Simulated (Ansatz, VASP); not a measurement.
## Cross-check of Sn between VASP and Ansatz

Wanted: the spread between two codes on one cell, functional and k mesh. The cell is taken from a series of runs on this material, whose earlier steps may have relaxed, scaled, displaced or heated it; both programs get it as it stands.

Calculated with Ansatz 0.2.0; plane waves, with VASP 6.6.1 beside it; zone-centre phonons at LDA.

### 1. Starting point

The structure is cubic, space group Fd-3m (No. 227). Conventional cell: a = 6.600 Å, b = 6.600 Å, c = 6.600 Å, α = 90.00°, β = 90.00°, γ = 90.00°. Nearest to Sn lie 4 Sn at 2.86 Å.

### 2. VASP: zone-centre phonons, LDA

Second derivatives magnify differences that forces hide, and they need a tight electronic threshold.

Lines of VASP's logs that name or quote its potential files are left out, and so is its time.

The input, INCAR:

```
SYSTEM = Sn
PREC = Accurate
ENCUT = 500
EDIFF = 1E-08
NELM = 120
ISMEAR = 1
SIGMA = 0.2
LREAL = .FALSE.
ALGO = Normal
GGA = CA
NBANDS = 20
LORBIT = 11
LWAVE = .FALSE.
LCHARG = .FALSE.
ISIF = 2
IBRION = 8
LASPH = .TRUE.
GGA_COMPAT = .FALSE.
KPAR = 2
```

The input, POSCAR:

```
Sn
1.0
    0.0000000000      3.3002111890      3.3002111890
    3.3002111890      0.0000000000      3.3002111890
    3.3002111890      3.3002111890      0.0000000000
Sn
2
Direct
    0.5000000000      0.5000000000      0.5000000000
    0.7500000000      0.7500000000      0.7500000000
```

The input, KPOINTS:

```
Automatic mesh
0
Gamma
12 12 12
0 0 0
```

PAW data sets: Sn_d (LDA family, release 64).

Launch:

```console
$ mpirun -np 2 vasp_std
```

Numbers of over 12 decimals in the logs are rounded to 6 here.

The log of the run:

```text
[banner, memory and clock lines left out]
running    2 mpi-ranks, on    1 nodes
 distrk:  each k-point on    1 cores,    2 groups
 distr:  one band on    1 cores,    1 groups

 POSCAR found type information on POSCAR Sn
 POSCAR found :  1 types and       2 ions
 LDA part: xc-table for (Slater(with rela. corr.)+CA(PZ))
 , standard interpolation
 POSCAR, INCAR and KPOINTS ok, starting setup
 FFT: planning ... GRIDC
 FFT: planning ... GRID_SOFT
 FFT: planning ... GRID
 WAVECAR not read
 entering main loop
       N       E                     dE             d eps       ncg     rms          rms(c)
DAV:   1     0.221239056519E+03    0.22124E+03   -0.14809E+04  2904   0.195E+03
DAV:   2     0.147495085019E+02   -0.20649E+03   -0.20266E+03  2892   0.438E+02
DAV:   3    -0.824437602808E+01   -0.22994E+02   -0.22858E+02  3300   0.143E+02
DAV:   4    -0.899672964726E+01   -0.75235E+00   -0.75190E+00  3228   0.292E+01
DAV:   5    -0.902307795224E+01   -0.26348E-01   -0.26348E-01  3960   0.537E+00    0.306E+00
DAV:   6    -0.894945735929E+01    0.73621E-01   -0.39141E-02  3704   0.222E+00    0.172E+00
DAV:   7    -0.891265700906E+01    0.36800E-01   -0.53906E-02  2996   0.214E+00    0.141E-01
DAV:   8    -0.891312584880E+01   -0.46884E-03   -0.49190E-03  3280   0.815E-01    0.506E-02
DAV:   9    -0.891321186918E+01   -0.86020E-04   -0.16326E-04  3816   0.969E-02    0.144E-02
DAV:  10    -0.891321389926E+01   -0.20301E-05   -0.13573E-05  3560   0.443E-02    0.357E-03
DAV:  11    -0.891321431437E+01   -0.41512E-06   -0.11788E-06  3232   0.722E-03    0.146E-03
DAV:  12    -0.891321431340E+01    0.97816E-09   -0.56882E-08  3368   0.196E-03
   1 F= -.89132143E+01 E0= -.89131308E+01  d E =-.250644E-03
 Linear response reoptimize wavefunctions to high precision
DAV:   1    -0.891321431586E+01   -0.24643E-08   -0.50680E-09  2836   0.604E-04
DAV:   2    -0.891321431590E+01   -0.40927E-10   -0.45437E-10  1796   0.218E-04
 Linear response DOF=           1
 Linear response progress:
  Degree of freedom:   1/  1
       N       E                     dE             d eps       ncg     rms          rms(c)
RMM:   1    -0.216776106950E+00   -0.21678E+00    0.56004E-01 14065   0.101E+01
RMM:   2    -0.223588709680E+00   -0.68126E-02   -0.19980E-02 19637   0.117E+00    0.666E-02
RMM:   3    -0.223748753278E+00   -0.16004E-03   -0.16231E-03 20628   0.324E-01    0.304E-02
RMM:   4    -0.223648721907E+00    0.10003E-03   -0.11566E-04 20584   0.972E-02    0.108E-02
RMM:   5    -0.223637320102E+00    0.11402E-04   -0.17059E-05 20948   0.319E-02    0.395E-03
RMM:   6    -0.223639171255E+00   -0.18512E-05   -0.64723E-07 20872   0.955E-03    0.176E-03
RMM:   7    -0.223640088916E+00   -0.91766E-06   -0.69033E-07 20718   0.341E-03    0.385E-04
RMM:   8    -0.223637866561E+00    0.22224E-05   -0.12678E-07 21098   0.127E-03    0.184E-04
RMM:   9    -0.223637174672E+00    0.69189E-06   -0.14089E-07 21301   0.494E-04    0.363E-05
RMM:  10    -0.223637344595E+00   -0.16992E-06    0.47007E-08 22156   0.215E-04    0.217E-05
RMM:  11    -0.223637269319E+00    0.75275E-07   -0.29720E-08 21538   0.113E-04    0.640E-06
RMM:  12    -0.223637264106E+00    0.52137E-08   -0.14130E-08 22769   0.693E-05    0.383E-06
 first order change of Fermi-energy   0.78065E-04
 force on displaced ion       1 direction 1 :  -6.345   0.000   0.000
 Linear response finished
```

OUTCAR, selected parts (step 2):

```text
ion  position               nearest neighbor table
   1  0.500  0.500  0.500-   2 2.86   2 2.86   2 2.86   2 2.86
   2  0.750  0.750  0.750-   1 2.86   1 2.86   1 2.86   1 2.86

  LATTYP: Found a face centered cubic cell.
 ALAT       =     6.6004223780

 Subroutine GETGRP returns: Found 48 space group operations
 (whereof 24 operations were pure point group operations)

The static configuration has the point symmetry T_d .
 The point group associated with its full space group is O_h .

 Found     72 irreducible k-points:

   k-points           NKPTS =     72   k-points in BZ     NKDIM =     72   number of bands    NBANDS=     20

   dimension x,y,z NGX =    36 NGY =   36 NGZ =   36
   dimension x,y,z NGXF=    72 NGYF=   72 NGZF=   72

   ENCUT  =  500.0 eV  36.75 Ry    6.06 a.u.   8.51  8.51  8.51*2*pi/ulx,y,z

   NELECT =      28.0000    total number of electrons

 k-points in reciprocal lattice and weights: Automatic mesh
   0.00000000  0.00000000  0.00000000       0.001
   0.08333333  0.00000000  0.00000000       0.005
   0.16666667  0.00000000  0.00000000       0.005
   0.25000000  0.00000000  0.00000000       0.005
   0.33333333  0.00000000  0.00000000       0.005
   0.41666667  0.00000000  0.00000000       0.005
   0.50000000  0.00000000  0.00000000       0.002
   0.08333333  0.08333333  0.00000000       0.003
   0.16666667  0.08333333  0.00000000       0.014
[...]
-0.33333333  0.50000000  0.16666667       0.007
  -0.25000000  0.50000000  0.25000000       0.003

 average (electrostatic) potential at core
       1-101.8644       2-101.8644

  Total       -1.0207203     -1.0207203     -1.0207203     -0.0000000     -0.0000000     -0.0000000
  in kB      -22.7489914    -22.7489914    -22.7489914     -0.0000000     -0.0000000     -0.0000000
  external PRESSURE =     -22.7489914 kB  Pullay stress =       0.0000000 kB

  energy-cutoff  :      500.00
  volume of cell :       71.89
      direct lattice vectors                 reciprocal lattice vectors
     0.000000000  3.300211189  3.300211189    -0.151505456  0.151505456  0.151505456
     3.300211189  0.000000000  3.300211189     0.151505456 -0.151505456  0.151505456
     3.300211189  3.300211189  0.000000000     0.151505456  0.151505456 -0.151505456

 POSITION                                       TOTAL-FORCE (eV/Angst)
 -----------------------------------------------------------------------------------
      3.30021      3.30021      3.30021         0.000000     -0.000000     -0.000000
      4.95032      4.95032      4.95032        -0.000000      0.000000      0.000000
 -----------------------------------------------------------------------------------
    total drift:                                0.000000      0.000000      0.000000

 Eigenvectors and eigenvalues of the dynamical matrix
 ----------------------------------------------------

   1 f  =    5.111463 THz    32.116266 2PiTHz  170.500037 cm-1    21.139301 meV
             X         Y         Z           dx          dy          dz
      3.300211  3.300211  3.300211     0.707107   -0.000000   -0.000000
      4.950317  4.950317  4.950317    -0.707107   -0.000000   -0.000000

   2 f  =    5.111463 THz    32.116266 2PiTHz  170.500037 cm-1    21.139301 meV
             X         Y         Z           dx          dy          dz
      3.300211  3.300211  3.300211     0.000000    0.000000    0.707107
      4.950317  4.950317  4.950317     0.000000   -0.000000   -0.707107

   3 f  =    5.111463 THz    32.116266 2PiTHz  170.500037 cm-1    21.139301 meV
             X         Y         Z           dx          dy          dz
      3.300211  3.300211  3.300211    -0.000000   -0.707107   -0.000000
      4.950317  4.950317  4.950317     0.000000    0.707107   -0.000000

   4 f  =    0.000000 THz     0.000001 2PiTHz    0.000003 cm-1     0.000000 meV
             X         Y         Z           dx          dy          dz
      3.300211  3.300211  3.300211    -0.037463    0.077990   -0.701794
      4.950317  4.950317  4.950317    -0.037463    0.077990   -0.701794

   5 f  =    0.000000 THz     0.000000 2PiTHz    0.000001 cm-1     0.000000 meV
             X         Y         Z           dx          dy          dz
      3.300211  3.300211  3.300211     0.487892    0.510898    0.030731
      4.950317  4.950317  4.950317     0.487892    0.510898    0.030731

   6 f/i=    0.000000 THz     0.000000 2PiTHz    0.000001 cm-1     0.000000 meV
             X         Y         Z           dx          dy          dz
      3.300211  3.300211  3.300211    -0.510448    0.482598    0.080879
      4.950317  4.950317  4.950317    -0.510448    0.482598    0.080879

 ELASTIC MODULI CONTR FROM IONIC RELAXATION (kBar)
 Direction    XX          YY          ZZ          XY          YZ          ZX
 --------------------------------------------------------------------------------
 XX          -0.0000     -0.0000     -0.0000     -0.0000      0.0000      0.0000
 YY          -0.0000     -0.0000     -0.0000     -0.0000     -0.0000      0.0000
 ZZ          -0.0000     -0.0000     -0.0000      0.0000     -0.0000      0.0000
 XY          -0.0000     -0.0000      0.0000   -148.4049      0.0000      0.0000
 YZ           0.0000     -0.0000     -0.0000      0.0000   -148.4049      0.0000
 ZX           0.0000      0.0000      0.0000      0.0000      0.0000   -148.4049
 --------------------------------------------------------------------------------
```

### 3. Ansatz: zone-centre phonons, LDA

Ansatz runs on its PAW soft_1 files.

The same cell, functional (in two slightly different forms), mesh and smearing now go to Ansatz, which takes its cutoff from its data sets.

The input, input.yaml:

```yaml
crystal:
  lattice:
    - [0.0, 3.300211189, 3.300211189]
    - [3.300211189, 0.0, 3.300211189]
    - [3.300211189, 3.300211189, 0.0]
  atoms:
    - { symbol: Sn, position: [0.5, 0.5, 0.5] }
    - { symbol: Sn, position: [0.75, 0.75, 0.75] }
kpoints:
  mp_grid: { grid: [12, 12, 12] }
hamiltonian:
  xc: lda
  pseudopotentials: { kind: paw, azcp: { folder: soft_1 }, xc_functional: pbe }
scf:
  occupations: { method: methfessel_paxton, width: 0.2 }
output:
  eigenvalues: true
phonons:
  method: dfpt
```

Launch:

```console
$ ansatz run input.yaml --threads 4 --pin off --max-ram 10240MiB --backend cpu --events-out ev --progress --plain --runs-dir out
```

The log of the run:

```text
zone centre: on kpoints.mp_grid the ground state, and the responses unless they are solved on pairs of k-points, stand on 163 of the mesh's 1728 k-points, reduced under 8 symmetry operations, with k and −k counted as one. Each operation leaves every solved displacement unchanged or reverses it
Engine: ansatz 0.2.0, aarch64-unknown-linux-gnu
Pseudopotentials: kind: paw
Pseudopotential: Sn, paw, valence charge 14, recommended cutoff 420 eV (normal), soft_1/Sn.paw.azcp
Functional definition: SPW92
  exchange = slater_x
  correlation = pw_c
Crystal: 2 atoms, lattice volume = 71.888 Å³
Basis set: ecut = 420 eV, 1411 PW (Γ), exchange–correlation on 64×64×64 points (8 copies of the dense FFT grid, shifted against one another)
Bands: 18, of which v1, the nominal top of the filled ones, is band 14 counted from 1 (13 counted from 0)
Symmetry: 48 space group operations
k-points: 163 of 1728 (irreducible under 8 space group operations, time reversal used)
Non-local potential: Sn, projectors of the file, l = 0: 2, l = 1: 2, l = 2: 2, l = 3: 1
PAW form: soft (Blöchl's): semilocal exchange-correlation on the pseudo side does not see the compensation charge
PAW frozen core: Sn, regenerated for the run's functional, and the local potential with it (the file was generated under x = pbe(κ = 0.804, μ = 0.219515), c = pbe(β = 0.066725))
PAW one-centre angular grid: Sn, 590 points (default); XC on 64 Gauss nodes
Initial density: superposition of atomic densities (chi_scale 0.1, normalization cell)
Initial wavefunctions: pseudopotential atomic-orbital guess
Functional: x = slater, c = lda
SCF iter   1: F=—  HF=-11759.236541 eV  |F-HF|=—  |Δ(HF+E_count)|=         —  Δρ=2.08e-2  dr2=3.55e-1  ethr=3.10e-3  ⟨swp⟩=5.6  Hψ=15099  notcnv=0
preconditioner: auto → Kerker (q_TF=auto, 2.332 Å⁻¹)  [metal: Δε(μ)=0.113 eV  Ē_g=19.744 eV  σ=0.200 eV  W_gap=0.45  n_scr=14 (ndim 8)  ℏωp=23.2 eV  f_vac=0.014  D(μ)=0.21/eV (n_scr^D=0)]
SCF iter   2: F=—  HF=-11759.166108 eV  |F-HF|=—  |Δ(HF+E_count)|=   7.04e-2  S|Δr|=    0.00e0  Δρ=1.32e-2  dr2=1.67e-1  ethr=1.27e-3  ⟨swp⟩=1.0  Hψ=4238  notcnv=0
SCF iter   3: F=—  HF=-11759.120767 eV  |F-HF|=—  |Δ(HF+E_count)|=   4.53e-2  S|Δr|=    0.00e0  Δρ=2.95e-3  dr2=1.70e-2  ethr=5.96e-4  ⟨swp⟩=1.2  Hψ=3034  notcnv=0
SCF iter   4: F=—  HF=-11759.118422 eV  |F-HF|=—  |Δ(HF+E_count)|=   2.35e-3  S|Δr|=    0.00e0  Δρ=1.49e-3  dr2=2.96e-3  ethr=6.06e-5  ⟨swp⟩=2.0  Hψ=3573  notcnv=0
SCF iter   5: F=—  HF=-11759.118653 eV  |F-HF|=—  |Δ(HF+E_count)|=   2.31e-4  S|Δr|=    0.00e0  Δρ=2.87e-4  dr2=7.39e-5  ethr=1.06e-5  ⟨swp⟩=2.0  Hψ=3587  notcnv=0
SCF iter   6: F=—  HF=-11759.118669 eV  |F-HF|=—  |Δ(HF+E_count)|=   1.60e-5  S|Δr|=    0.00e0  Δρ=5.14e-5  dr2=1.51e-6  ethr=2.64e-7  ⟨swp⟩=2.0  Hψ=3587  notcnv=0
SCF iter   7: F=—  HF=-11759.118671 eV  |F-HF|=—  |Δ(HF+E_count)|=   1.42e-6  S|Δr|=    0.00e0  Δρ=8.05e-6  dr2=3.47e-8  ethr=5.38e-9  ⟨swp⟩=2.6  Hψ=4585  notcnv=0
SCF iter   8: F=—  HF=-11759.118671 eV  |F-HF|=—  |Δ(HF+E_count)|=   7.92e-8  S|Δr|=    0.00e0  Δρ=1.44e-6  dr2=2.03e-9  ethr=1.24e-10  ⟨swp⟩=2.4  Hψ=4482  notcnv=0
SCF iter   9: F=—  HF=-11759.118671 eV  |F-HF|=—  |Δ(HF+E_count)|=   1.32e-9  S|Δr|=    0.00e0  Δρ=2.71e-7  dr2=4.11e-11  ethr=7.25e-12  ⟨swp⟩=3.0  Hψ=5392  notcnv=0
SCF iter  10: F=-11759.118671 eV  HF=-11759.118671 eV  |F-HF|=0.00e0  |Δ(HF+E_count)|=  4.91e-11  S|Δr|=    0.00e0  Δρ=6.04e-8  dr2=2.06e-12  ethr=1.00e-12  ⟨swp⟩=6.1  Hψ=12808  notcnv=0
SCF 1 converged in 10 iterations: F = -11759.118671 eV  dr2 = 2.06e-12
  greatest PAW one-centre occupation: 0.992 electrons in one spin orbital (limit 2), on the Sn atom at site 1 (counted from 0), in its partial waves of l = 2
DFPT response loops at Γ: preconditioner auto → Kerker (q_TF=auto, 2.332 Å⁻¹) (partly filled bands, converged f_vac=0.093); β = 1.00, the filter's whole step (`scf.mixing.beta` (0.50) is not read by the response loops under this deck's `scf.mixing.preconditioner`; to damp them name `kerker` or `kerker_dos`, under which they read `scf.mixing.beta`, and type it under 1.00, their step now; both keys bind the ground state too); Broyden in place of MSR1
SCF converged after 10 iterations
Stability not checked: this state was not tested for a lower state beside it, because cold or Methfessel-Paxton smearing, or corrected tetrahedra, fill the levels in a way that the test cannot read (fill_not_monotonic; see scf.lower_state_search)
Free energy (F): -11759.118671 eV
Harris-Foulkes:  -11759.118671 eV  (|F-HF|=0.00e0)
Internal energy: -11759.118489 eV  (E = F + TS)
E sigma→0 (E₀):  -11759.118625 eV
Entropy (-TS):   -0.000182 eV (-0.091 meV/atom)
Fermi energy:    6.866493 eV
--- Per-component energies (eV) ---
  E_band       = -269.749378
  E_kinetic    = 337.727229
  E_local      = -2692.147248  (includes V_loc(G=0)·N_el)
  E_nonlocal   = 298.736727
  E_hartree    = 1299.503787
  E_xc         = -249.346580
  E_vxc        = -161.437446  (∫ρ·V_xc dr)
  E_paw        = -8451.056141  (= ΣΔE_a)
  E_vpaw       = -651.636832  (= ΣTr[D̂ρ^β])
  E_aug_tail   = 0.000560  (compensation charges beyond the density's cutoff)
  E_ewald      = -2303.386605
  E_core_change = 0.849782  (= ΣΔE_core)
  E_smearing   = -0.000182  (= −TS)
  E_closure    = -0.000000  (closes the sum)
  Σ components = -11759.118671   (vs F -11759.118671, Δ=0.00e0)
--- Band table (eV; the first three rows and the last of 163) ---
  k-point 0: bands = [... 10 lower, -3.4186, 5.7190, 7.0067, 7.0067, 7.0067, 9.0599, 9.0599, 9.0599]
  k-point 1: bands = [... 10 lower, -3.3549, 5.0692, 6.8767, 6.8767, 7.2505, 9.2282, 9.2282, 9.2992]
  k-point 2: bands = [... 10 lower, -3.1666, 3.9599, 6.5960, 6.5960, 7.2590, 9.5901, 9.5901, 10.0664]
  k-point 162: bands = [... 10 lower, -0.4518, -0.4518, 4.0794, 4.0794, 10.1237, 10.1237, 10.8926, 10.8926]
--- Phonons (Γ-DFPT): 1 representative perturbation + reference, on 163 of 1728 k-points (Σ response iterations 3) ---
  k mesh reduced under 8 symmetry operations, with k and −k counted as one. Each operation leaves every solved displacement unchanged or reverses it
  ASR residual: 2.529e-5 → 0.000e0 eV/Å²; symmetrization residual: 1.137e-12 eV/Å²
  ASR residual per site (eV/Å²): 2.53e-5 2.53e-5
  Γ frequencies (cm⁻¹): 0.00 0.00 0.00 169.95 169.95 169.95
  non-analytic LO–TO correction: not included (Born effective charges unavailable; polar crystals: no LO–TO splitting at Γ)
```

### 4. Side by side

Known differences besides the potentials themselves: the two LDA forms differ slightly; the cutoff is 420 eV in Ansatz and 500 eV in VASP; VASP's log shows a relativistic correction to its local exchange, Ansatz's none. Total energies have different zeros and are not compared.

Both answers:

```csv
quantity,Ansatz,VASP,difference
optical mode 1 to 3 (cm⁻¹),169.9,170.5,-0.32 %
```

Modes are paired by rising frequency, not by their patterns, so a pair may set unlike modes beside each other; they are those without the splitting of longitudinal modes.

### 5. Results

| Item | Value |
| --- | --- |
| r.m.s. difference of the optical zone-centre modes, each program's sorted by frequency (zone-centre phonons, LDA) | 0.55 cm⁻¹ |

The r.m.s. difference of the optical zone-centre modes, each program's sorted by frequency is 0.55 cm⁻¹ (zone-centre phonons, LDA). Such differences can come from data sets, numerical settings and the points named under the comparisons, not from the functional's error against experiment.

[Lines on the potential files, build, host, timing and source positions are cut from VASP's logs without a mark.]

[Logs are printed without paths, hosts, clocks, repeated set-up lines and the standing remarks that a program may print on its own settings, such as how far it seeks lower states.]

[Hosts, paths, dates, database ids (printed as entryN), source tags and the programs' standing remarks are cut or masked in the printed files.]
